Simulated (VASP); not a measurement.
Runs of VASP 6.6.1 on H2. The cell holds a molecule in a box, 2 atoms: a = 10.000 Å, b = 10.500 Å, c = 11.000 Å, α = 90.00°, β = 90.00°, γ = 90.00°. 

| level | potentials or basis | gap on the mesh (eV) |
| --- | --- | --- |
| PBE | VASP PAW PBE potentials, release 64 (H) | 10.16 |
| r2SCAN | VASP PAW PBE potentials, release 64 (H) | 11.02 |
| LDA | VASP PAW LDA potentials, release 64 (H) | (a) |
| PBE+D3(BJ) | VASP PAW PBE potentials, release 64 (H) | 10.16 |

Alike in all rows: task relaxation of the atoms; no spin polarisation; cell atoms relaxed; k mesh 1 × 1 × 1; cutoff (eV) 520; smearing gaussian 0.05 eV.

Problem. Fill in the values left out.

Solution. (a) 10.00.

A k mesh can miss the band edges.

Not every run made on this cell is shown here.
